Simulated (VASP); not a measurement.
Given:

```yaml
crystal:
  lattice:
    - [0.00000, 2.95663, 2.95663]
    - [2.95663, 0.00000, 2.95663]
    - [2.95663, 2.95663, 0.00000]
  atoms:
    - { symbol: Sr, position: [0.00000, 0.00000, 0.00000] }
```

Computed with PBEsol GGA, VASP's PBE PAW potentials (set 64) (plane waves; VASP). Run with 520 eV cut-off, 8×8×8 Γ-centred mesh, Gaussian smearing of 0.050 eV, potentials Sr_sv.

Q: Estimate the energy per atom (σ→0), band gap (on the k-mesh) with the smallest direct gap where there is one.

A: 
```yaml
band gap (on the k-mesh): none (metal, semimetal or under 0.01 eV)
energy per atom (σ→0): -1.846 eV/atom
```

Only differences to runs with the same potentials and settings are physical.

The compound is Sr in the fcc structure. It was relaxed first, which changed the volume by -8 %.
